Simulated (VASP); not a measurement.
Level of theory: LDA (Ceperley-Alder, Perdew-Zunger), VASP's LDA PAW potentials (set 64) (plane waves; VASP).

The input files of a VASP run:

**POSCAR**
```
TiO2
1.0
 -1.8545701997   1.8545701997   4.3797390165
  1.8545701997  -1.8545701997   4.3797390165
  1.8545701997   1.8545701997  -4.3797390165
Ti O
2 4
direct
  0.7500000000   0.2500000000   0.5000000000
  0.0000000000   0.0000000000   1.0000000000
  0.5309604994   0.0309604994   0.5000000000
  0.7809604994   0.7809604994   0.0000000000
  0.2190395006   0.2190395006   0.0000000000
  0.9690395006   0.4690395006   0.5000000000
```

**INCAR**
```
SYSTEM = TiO2
PREC = Accurate
ENCUT = 620
EDIFF = 1E-6
NELM = 100
ALGO = Normal
LREAL = .FALSE.
LASPH = .TRUE.
ISMEAR = 0
SIGMA = 0.05
LMAXMIX = 4
LWAVE = .FALSE.
LCHARG = .FALSE.
IBRION = 2
ISIF = 3
NSW = 40
EDIFFG = -0.02
PSTRESS = 300
```

### KPOINTS
```
Automatic mesh
0
Gamma
8 8 8
0 0 0
```

POTCAR, in this order: Ti_sv O (LDA.64 set). Program: vasp_std.

Output

### OSZICAR
```
...
   3 F= -.47244205E+02 E0= -.47244205E+02  d E =-.551605E-01
       N       E                     dE             d eps       ncg     rms          rms(c)
DAV:   1    -0.582029203461E+02    0.63791E-02   -0.34631E-03  4264   0.702E-01    0.106E-01
DAV:   2    -0.582028350914E+02    0.85255E-04   -0.40296E-04  4280   0.202E-01    0.436E-02
DAV:   3    -0.582028132854E+02    0.21806E-04   -0.14338E-04  3392   0.908E-02    0.888E-03
DAV:   4    -0.582028153454E+02   -0.20600E-05   -0.31131E-05  4000   0.297E-02    0.753E-03
DAV:   5    -0.582028158104E+02   -0.46496E-06   -0.82899E-07  1944   0.952E-03
   4 F= -.47244231E+02 E0= -.47244231E+02  d E =-.551865E-01
       N       E                     dE             d eps       ncg     rms          rms(c)
DAV:   1    -0.581964779582E+02    0.63374E-02   -0.32647E-03  4240   0.690E-01    0.102E-01
DAV:   2    -0.581963983867E+02    0.79572E-04   -0.36070E-04  4192   0.198E-01    0.403E-02
DAV:   3    -0.581963800062E+02    0.18380E-04   -0.13828E-04  3368   0.856E-02    0.831E-03
DAV:   4    -0.581963823000E+02   -0.22939E-05   -0.30540E-05  3884   0.281E-02    0.835E-03
DAV:   5    -0.581963829287E+02   -0.62862E-06   -0.85143E-07  1860   0.959E-03
   5 F= -.47244212E+02 E0= -.47244212E+02  d E =-.551679E-01
       N       E                     dE             d eps       ncg     rms          rms(c)
DAV:   1    -0.581715879356E+02    0.24794E-01   -0.27898E+00  3776   0.116E+01    0.480E-01
DAV:   2    -0.581735185428E+02   -0.19306E-02   -0.61190E-02  3880   0.187E+00    0.288E-01
DAV:   3    -0.581724734107E+02    0.10451E-02   -0.54953E-03  4352   0.688E-01    0.134E-01
DAV:   4    -0.581724455098E+02    0.27901E-04   -0.11018E-03  4888   0.252E-01    0.598E-02
DAV:   5    -0.581724655275E+02   -0.20018E-04   -0.16020E-04  4884   0.750E-02    0.401E-02
DAV:   6    -0.581724801756E+02   -0.14648E-04   -0.73372E-05  4652   0.508E-02    0.116E-02
DAV:   7    -0.581724834176E+02   -0.32420E-05   -0.10887E-05  4484   0.193E-02    0.588E-03
DAV:   8    -0.581724837494E+02   -0.33179E-06   -0.11611E-06  2092   0.818E-03
   6 F= -.47252157E+02 E0= -.47252157E+02  d E =-.794512E-02
       N       E                     dE             d eps       ncg     rms          rms(c)
DAV:   1    -0.581487384840E+02    0.23745E-01   -0.16876E+00  3776   0.903E+00    0.374E-01
DAV:   2    -0.581499036258E+02   -0.11651E-02   -0.36887E-02  3892   0.146E+00    0.224E-01
DAV:   3    -0.581492654988E+02    0.63813E-03   -0.33201E-03  4332   0.534E-01    0.102E-01
DAV:   4    -0.581492507693E+02    0.14730E-04   -0.65081E-04  4924   0.195E-01    0.454E-02
DAV:   5    -0.581492619222E+02   -0.11153E-04   -0.94432E-05  4888   0.582E-02    0.307E-02
DAV:   6    -0.581492702739E+02   -0.83517E-05   -0.43546E-05  4600   0.391E-02    0.905E-03
DAV:   7    -0.581492722075E+02   -0.19336E-05   -0.62478E-06  3708   0.150E-02    0.434E-03
DAV:   8    -0.581492724140E+02   -0.20647E-06   -0.10344E-06  2148   0.806E-03
   7 F= -.47253683E+02 E0= -.47253683E+02  d E =-.947119E-02
       N       E                     dE             d eps       ncg     rms          rms(c)
DAV:   1    -0.581475134727E+02    0.17587E-02   -0.51060E-01  3304   0.607E+00    0.352E-01
DAV:   2    -0.581470027643E+02    0.51071E-03   -0.19088E-02  3776   0.111E+00    0.199E-01
DAV:   3    -0.581461291494E+02    0.87361E-03   -0.20219E-03  4008   0.485E-01    0.609E-02
DAV:   4    -0.581461196219E+02    0.95275E-05   -0.26444E-04  4184   0.149E-01    0.253E-02
DAV:   5    -0.581461183654E+02    0.12565E-05   -0.24785E-05  3844   0.398E-02    0.143E-02
DAV:   6    -0.581461179018E+02    0.46353E-06   -0.38456E-06  3084   0.243E-02
   8 F= -.47257951E+02 E0= -.47257951E+02  d E =-.426794E-02
       N       E                     dE             d eps       ncg     rms          rms(c)
DAV:   1    -0.581461134233E+02    0.49421E-05   -0.46040E+00  3304   0.182E+01    0.106E+00
DAV:   2    -0.581415280219E+02    0.45854E-02   -0.17438E-01  3780   0.333E+00    0.603E-01
DAV:   3    -0.581337038566E+02    0.78242E-02   -0.18147E-02  4048   0.148E+00    0.209E-01
DAV:   4    -0.581334447867E+02    0.25907E-03   -0.29901E-03  4200   0.507E-01    0.783E-02
DAV:   5    -0.581334346078E+02    0.10179E-04   -0.23461E-04  3896   0.130E-01    0.453E-02
DAV:   6    -0.581334320072E+02    0.26006E-05   -0.35202E-05  4120   0.727E-02    0.787E-03
DAV:   7    -0.581334323050E+02   -0.29775E-06   -0.33128E-06  3016   0.161E-02
   9 F= -.47268086E+02 E0= -.47268086E+02  d E =-.144022E-01
       N       E                     dE             d eps       ncg     rms          rms(c)
DAV:   1    -0.581441351243E+02   -0.10703E-01   -0.18510E+01  3304   0.366E+01    0.217E+00
DAV:   2    -0.581257726174E+02    0.18363E-01   -0.72078E-01  3768   0.669E+00    0.123E+00
DAV:   3    -0.580947208978E+02    0.31052E-01   -0.75435E-02  4100   0.306E+00    0.505E-01
DAV:   4    -0.580921132604E+02    0.26076E-02   -0.16498E-02  4540   0.119E+00    0.165E-01
DAV:   5    -0.580921070443E+02    0.62161E-05   -0.10931E-03  3936   0.298E-01    0.940E-02
DAV:   6    -0.580921029969E+02    0.40474E-05   -0.15518E-04  4032   0.140E-01    0.153E-02
DAV:   7    -0.580921029382E+02    0.58702E-07   -0.19014E-05  3768   0.328E-02    0.764E-03
DAV:   8    -0.580921034372E+02   -0.49900E-06   -0.22544E-06  2752   0.135E-02
  10 F= -.47274898E+02 E0= -.47274898E+02  d E =-.212144E-01
       N       E                     dE             d eps       ncg     rms          rms(c)
DAV:   1    -0.581024288433E+02   -0.10326E-01   -0.54748E-01  3304   0.630E+00    0.371E-01
DAV:   2    -0.581017938656E+02    0.63498E-03   -0.20608E-02  3752   0.115E+00    0.211E-01
DAV:   3    -0.581008035690E+02    0.99030E-03   -0.23428E-03  3916   0.518E-01    0.618E-02
DAV:   4    -0.581008013157E+02    0.22533E-05   -0.26852E-04  4132   0.150E-01    0.278E-02
DAV:   5    -0.581007999909E+02    0.13248E-05   -0.28290E-05  3788   0.406E-02    0.146E-02
DAV:   6    -0.581007993876E+02    0.60332E-06   -0.47164E-06  3144   0.256E-02
  11 F= -.47275130E+02 E0= -.47275130E+02  d E =-.214462E-01
       N       E                     dE             d eps       ncg     rms          rms(c)
DAV:   1    -0.580614480742E+02    0.39352E-01   -0.23295E-01  4640   0.560E+00    0.819E-01
DAV:   2    -0.580558807337E+02    0.55673E-02   -0.21012E-02  3868   0.156E+00    0.327E-01
DAV:   3    -0.580546706838E+02    0.12100E-02   -0.92854E-03  4008   0.668E-01    0.744E-02
DAV:   4    -0.580547578205E+02   -0.87137E-04   -0.17312E-03  4600   0.217E-01    0.753E-02
DAV:   5    -0.580547987203E+02   -0.40900E-04   -0.52525E-05  4468   0.709E-02    0.554E-02
DAV:   6    -0.580549028665E+02   -0.10415E-03   -0.21074E-04  5564   0.959E-02    0.163E-02
DAV:   7    -0.580549084888E+02   -0.56222E-05   -0.16440E-05  4144   0.267E-02    0.111E-02
DAV:   8    -0.580549103106E+02   -0.18218E-05   -0.46155E-06  3420   0.201E-02    0.163E-03
DAV:   9    -0.580549104366E+02   -0.12606E-06   -0.79614E-07  1880   0.614E-03
  12 F= -.47275671E+02 E0= -.47275671E+02  d E =-.541858E-03
       N       E                     dE             d eps       ncg     rms          rms(c)
DAV:   1    -0.580704004004E+02   -0.15490E-01   -0.23371E-02  4624   0.178E+00    0.259E-01
DAV:   2    -0.580698445344E+02    0.55587E-03   -0.21266E-03  3856   0.496E-01    0.104E-01
DAV:   3    -0.580697233553E+02    0.12118E-03   -0.93816E-04  4012   0.211E-01    0.238E-02
DAV:   4    -0.580697318629E+02   -0.85076E-05   -0.17536E-04  4740   0.692E-02    0.240E-02
DAV:   5    -0.580697358920E+02   -0.40292E-05   -0.48543E-06  3316   0.219E-02    0.176E-02
DAV:   6    -0.580697464436E+02   -0.10552E-04   -0.22461E-05  5256   0.312E-02    0.539E-03
DAV:   7    -0.580697470163E+02   -0.57264E-06   -0.16567E-06  2680   0.883E-03
  13 F= -.47275832E+02 E0= -.47275832E+02  d E =-.702271E-03
```

### OUTCAR
```
------------------------ aborting loop because EDIFF is reached ----------------------------------------
  FORCE on cell =-STRESS in cart. coord.  units (eV):
  Direction    XX          YY          ZZ          XY          YZ          ZX
  --------------------------------------------------------------------------------------
  Total       10.8219336     10.8219336     10.7973667      0.0000000      0.0000000      0.0000000
  in kB      300.7787278    300.7787278    300.0959287      0.0000000      0.0000000      0.0000000
  external PRESSURE =       0.5511281 kB  Pullay stress =     300.0000000 kB
  volume of cell :       57.65
      direct lattice vectors                 reciprocal lattice vectors
    -1.849618691  1.849618691  4.212538939     0.000000000  0.270325988  0.118693265
     1.849618691 -1.849618691  4.212538939     0.270325988  0.000000000  0.118693265
     1.849618691  1.849618691 -4.212538939     0.270325988  0.270325988  0.000000000
 POSITION                                       TOTAL-FORCE (eV/Angst)
 -----------------------------------------------------------------------------------
     -0.00000      1.84962      2.10627         0.000000      0.000000      0.000000
      0.00000      0.00000     -0.00000         0.000000      0.000000      0.000000
      0.00000      1.84962      0.20592        -0.000000      0.000000     -0.000020
      0.00000      0.00000      6.52473         0.000000     -0.000000     -0.000020
      0.00000      0.00000      1.90035         0.000000     -0.000000      0.000020
     -0.00000      1.84962      4.00661        -0.000000      0.000000      0.000020
 -----------------------------------------------------------------------------------
    total drift:                               -0.000000     -0.000000      0.000000
  FREE ENERGIE OF THE ION-ELECTRON SYSTEM (eV)
  ---------------------------------------------------
  free  energy   TOTEN  =       -58.0697470163 eV

  energy  without entropy=      -58.0697470163  energy(sigma->0) =      -58.06974702
  enthalpy is  TOTEN    =       -47.2758317911 eV   P V=       10.7939152252

 reached required accuracy - stopping structural energy minimisation
```
(Selected blocks of OUTCAR.)

### CONTCAR
```
TiO2
   1.00000000000000
    -1.8496186907576784    1.8496186907576784    4.2125389393799342
     1.8496186907576784   -1.8496186907576784    4.2125389393799342
     1.8496186907576784    1.8496186907576784   -4.2125389393799342
  Ti              O
     2     4
Direct
     0.7500000000000000    0.2500000000000000    0.5000000000000000
     0.0000000000000000    0.0000000000000000    0.0000000000000000
     0.5244417882646729    0.0244417882646730    0.5000000000000000
     0.7744417882646729    0.7744417882646729    0.0000000000000000
     0.2255582117353271    0.2255582117353271    0.0000000000000000
     0.9755582117353271    0.4755582117353271    0.5000000000000000
```

File OUTCAR:
```
 val. band max:        4.9931460090   @ k =   0.5000   0.5000   0.0000

 cond. band min:       6.6292168640   @ k =   0.0000   0.0000   0.0000


 Fermi energy:         5.2621704286

 k-point     1 :       0.0000    0.0000    0.0000
  band No.  band energies     occupation
      1     -50.5037      2.00000
      2     -50.3367      2.00000
      3     -27.6177      2.00000
      4     -27.2478      2.00000
      5     -27.2478      2.00000
      6     -27.0709      2.00000
      7     -27.0709      2.00000
      8     -26.8979      2.00000
      9     -13.1494      2.00000
     10     -12.1704      2.00000
     11     -11.5073      2.00000
     12     -11.5025      2.00000
     13       0.8334      2.00000
     14       1.0526      2.00000
     15       1.1074      2.00000
     16       1.1074      2.00000
     17       2.2019      2.00000
     18       2.2019      2.00000
     19       2.4857      2.00000
     20       4.0035      2.00000
     21       4.0035      2.00000
     22       4.2576      2.00000
     23       4.3387      2.00000
     24       4.3387      2.00000
     25       6.6292      0.00000
     26       8.0191      0.00000
     27       8.3462      0.00000
     28       8.3462      0.00000

 k-point     2 :       0.1250    0.0000    0.0000
  band No.  band energies     occupation
      1     -50.4985      2.00000
      2     -50.3410      2.00000
      3     -27.6145      2.00000
      4     -27.2846      2.00000
      5     -27.2519      2.00000
      6     -27.0804      2.00000
      7     -27.0650      2.00000
      8     -26.8945      2.00000
      9     -13.0293      2.00000
     10     -12.1026      2.00000
     11     -11.4706      2.00000
     12     -11.4564      2.00000
     13       0.7193      2.00000
     14       0.7590      2.00000
     15       1.0279      2.00000
     16       1.1273      2.00000
     17       2.0835      2.00000
     18       2.1845      2.00000
     19       2.6103      2.00000
     20       3.6056      2.00000
...
```

Energy and stress use the plane-wave basis of the starting cell.

The compound is TiO2 in the anatase structure, one of several forms; rutile is the usual stable one. This run relaxes it under an external pressure of 30 GPa. Symmetry was kept, so distortions that lower it aren't found.
